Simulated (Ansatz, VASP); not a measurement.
# Cross-check of TaN between VASP and Ansatz, part 3 of 3

Wanted: the spread between two codes on one cell, functional and k mesh. The cell is taken from a series of runs on this material, whose earlier steps may have relaxed, scaled, displaced or heated it; both programs get it as it stands.

VASP 6.6.1 and Ansatz 0.2.0.

So far: The starting structure; Ansatz: zone-centre phonons, LDA, pair 1; VASP: zone-centre phonons, LDA, pair 1; Side by side.

### 5. VASP: zone-centre phonons, LDA, pair 2

Level of this step: LDA; plane waves and PAW (N, Ta_pv) (VASP).

Second derivatives magnify differences that forces hide, and they need a tight electronic threshold. The cell compared in this pair holds 21.08 Å³, against 20.95 Å³ for the pair before.

INCAR reads:

```
SYSTEM = TaN
PREC = Accurate
ENCUT = 600
EDIFF = 1E-08
NELM = 120
ISMEAR = 1
SIGMA = 0.2
LREAL = .FALSE.
ALGO = Normal
GGA = PW92
NBANDS = 14
LASPH = .TRUE.
LORBIT = 11
LWAVE = .FALSE.
LCHARG = .FALSE.
ISIF = 2
IBRION = 8
GGA_COMPAT = .FALSE.
KPAR = 2
```

POSCAR reads:

```
TaN
1.0
    0.0000000000      2.1591502148      2.2607604517
    2.1591502148      0.0000000000      2.2607604517
    2.1591502148      2.1591502148      0.0000000000
N Ta
1 1
Direct
    0.0000000000      0.0000000000      0.0000000000
    0.5000000000      0.5000000000      0.5000000000
```

KPOINTS reads:

```
Automatic mesh
0
Gamma
16 16 16
0 0 0
```

PAW data sets: N and Ta_pv (LDA family, release 64).

The run is started by

```console
mpirun -np 2 vasp_std
```

Numbers of over 12 decimals in the logs are rounded to 6 here.

What it wrote:

```text
[banner, memory and clock lines left out]
running    2 mpi-ranks, on    1 nodes
[...]
[... a notice as in an earlier step ...]

 LDA part: xc-table for (Slater(with rela. corr.)+PW92), standard interpolation
 POSCAR, INCAR and KPOINTS ok, starting setup
[...]
entering main loop
       N       E                     dE             d eps       ncg     rms          rms(c)
DAV:   1     0.942426261349E+02    0.94243E+02   -0.97426E+03  9780   0.134E+03
DAV:   2    -0.239922640475E+02   -0.11823E+03   -0.11164E+03 12058   0.329E+02
DAV:   3    -0.271159734294E+02   -0.31237E+01   -0.30799E+01 11154   0.477E+01
DAV:   4    -0.271315322525E+02   -0.15559E-01   -0.15549E-01 11580   0.358E+00
[...]
DAV:  11    -0.240950835659E+02    0.12695E-04   -0.30982E-05 10690   0.601E-02    0.146E-02
DAV:  12    -0.240950834291E+02    0.13679E-06   -0.18305E-06 12700   0.128E-02    0.226E-03
DAV:  13    -0.240950834223E+02    0.67987E-08   -0.48503E-08 11032   0.216E-03
   1 F= -.24095083E+02 E0= -.24095287E+02  d E =0.610668E-03
[...]
RMM:  11    -0.162304114553E+00    0.19573E-07   -0.16045E-07 37995   0.111E-04    0.867E-06
RMM:  12    -0.162304108350E+00    0.62031E-08   -0.10981E-07 34083   0.623E-05    0.123E-06
RMM:  13    -0.162304116980E+00   -0.86304E-08   -0.59556E-08 33390   0.345E-05    0.133E-06
 first order change of Fermi-energy   0.26358E-03
 force on displaced ion       2 direction 1 :  -9.937   0.000   0.000
 Linear response progress:
  Degree of freedom:   4/  4
       N       E                     dE             d eps       ncg     rms          rms(c)
RMM:   1    -0.137037846698E+00   -0.13704E+00    0.11451E+01 10420   0.236E+01
RMM:   2    -0.164750984907E+00   -0.27713E-01   -0.28194E-02 15441   0.146E+00    0.909E-02
RMM:   3    -0.164237844816E+00    0.51314E-03   -0.17612E-03 17609   0.252E-01    0.436E-02
RMM:   4    -0.163901943012E+00    0.33590E-03   -0.13400E-04 19126   0.706E-02    0.183E-02
[...]
RMM:  11    -0.163738874694E+00    0.67355E-08   -0.12129E-07 20701   0.844E-05    0.372E-06
RMM:  12    -0.163738857246E+00    0.17448E-07   -0.71457E-08 19111   0.454E-05    0.686E-07
RMM:  13    -0.163738855416E+00    0.18301E-08   -0.40892E-08 16838   0.265E-05    0.786E-07
 first order change of Fermi-energy   0.59465E-03
 force on displaced ion       2 direction 3 :   0.000   0.000  -3.805
 Linear response finished
```

Parts of OUTCAR (step 5):

```text
  Total        0.2335321      0.2335321     -2.7194038      0.0000000      0.0000000     -0.0000000
  in kB       17.7503499     17.7503499   -206.6969303      0.0000000      0.0000000     -0.0000000
  external PRESSURE =     -57.0654102 kB  Pullay stress =       0.0000000 kB

 POSITION                                       TOTAL-FORCE (eV/Angst)
 -----------------------------------------------------------------------------------
      0.00000      0.00000      0.00000        -0.000000      0.000000      0.000000
      2.15915      2.15915      2.26076         0.000000     -0.000000      0.000000
 -----------------------------------------------------------------------------------
    total drift:                                0.000000      0.000000      0.000000

[... 1 part as in an earlier step ...]

[... 1 further part left out ...]
```

### 6. Ansatz: zone-centre phonons, LDA, pair 2

The same cell, functional (in two slightly different forms), mesh and smearing now go to Ansatz, which takes its cutoff from its data sets.

The cell is taken from a series of runs on this material, whose earlier steps may have relaxed, scaled, displaced or heated it; both programs get it as it stands.

input.yaml reads:

```yaml
crystal:
  lattice:
    - [0.0, 2.1591502148, 2.2607604517]
    - [2.1591502148, 0.0, 2.2607604517]
    - [2.1591502148, 2.1591502148, 0.0]
  atoms:
    - { symbol: "N", position: [0.0, 0.0, 0.0] }
    - { symbol: Ta, position: [0.5, 0.5, 0.5] }
kpoints:
  mp_grid: { grid: [16, 16, 16] }
hamiltonian:
  xc: lda
  pseudopotentials: { kind: paw, azcp: { folder: soft_1 }, xc_functional: pbe }
scf:
  occupations: { method: methfessel_paxton, width: 0.2 }
output:
  eigenvalues: true
phonons:
  method: dfpt
```

The run is started by

```console
ansatz run input.yaml --threads 4 --pin off --max-ram 10240MiB --backend cpu --events-out ev --progress --plain --runs-dir out
```

What it wrote:

```text
[...]
Crystal: 2 atoms, lattice volume = 21.079 Å³
Basis set: ecut = 420 eV, 411 PW (Γ), exchange–correlation on 48×48×48 points (8 copies of the dense FFT grid, shifted against one another)
Bands: 13, of which v1, the nominal top of the filled ones, is band 9 counted from 1 (8 counted from 0)
Symmetry: 16 space group operations
k-points: 621 of 4096 (irreducible under 8 space group operations)
[...]
k-point 2: bands = [... 5 lower, 16.0186, 16.4476, 16.5848, 19.5869, 19.9434, 19.9465, 22.1380, 23.1607, ... 4 higher]
  k-point 620: bands = [... 5 lower, 14.5189, 15.9360, 16.9414, 16.9414, 23.4949, 24.9844, 24.9844, 26.0005, ... 4 higher]
[...]
ASR residual: 4.055e-5 → 0.000e0 eV/Å²; symmetrization residual: 7.879e-7 eV/Å²
  ASR residual per site (eV/Å²): 2.75e-5 4.06e-5
  Γ frequencies (cm⁻¹): 0.00 0.00 0.00 280.34 453.57 453.57
[...]
[key lines of the parts left out:]
SCF converged after 8 iterations
Free energy (F): -10059.405270 eV
Fermi energy:    21.389115 eV
```

### 7. Side by side

What differs besides the data sets and the points named for the pairs above, as far as they apply: the data sets hold 18 valence electrons in Ansatz (on its PAW soft_1 files) and 16 in VASP. Total energies have different zeros and are not compared.

Both answers:

```
                  quantity  Ansatz   VASP  difference
     optical mode 1 (cm⁻¹)   280.3  282.1     -0.63 %
optical mode 2 to 3 (cm⁻¹)   453.6  456.0     -0.54 %
```

Modes are paired by rising frequency, not by their patterns, so a pair may set unlike modes beside each other; they are those without the splitting of longitudinal modes.

### 8. What came out

| Quantity | Value |
| --- | --- |
| r.m.s. difference of the optical zone-centre modes, each program's sorted by frequency (zone-centre phonons, LDA, pair 1) | 2.3 cm⁻¹ |
| difference in optical mode 1 (zone-centre phonons, LDA, pair 1) | -0.7 % |
| r.m.s. difference of the optical zone-centre modes, each program's sorted by frequency (zone-centre phonons, LDA, pair 2) | 2.2 cm⁻¹ |
| difference in optical mode 1 (zone-centre phonons, LDA, pair 2) | -0.6 % |

**Reading.** The r.m.s. difference of the optical zone-centre modes, each program's sorted by frequency is 2.3 cm⁻¹ (zone-centre phonons, LDA, pair 1). The data sets hold unlike numbers of valence electrons (18 in Ansatz and 16 in VASP), so part of the differences comes from the potentials. Among the rows given in per cent, the largest difference of the zone-centre phonons, LDA, pair 1 pair is in optical mode 1, -0.7 %. Among the rows given in per cent, the largest difference of the zone-centre phonons, LDA, pair 2 pair is in optical mode 1, -0.6 %. How closely two codes agree says nothing of how well the functional describes the real material.

[Lines on the potential files, build, host, timing and source positions are cut from VASP's logs without a mark.]

[Logs are printed without paths, hosts, clocks, repeated set-up lines and the standing remarks that a program may print on its own settings, such as how far it seeks lower states.]

[Hosts, paths, dates, database ids (printed as entryN), source tags and the programs' standing remarks are cut or masked in the printed files.]
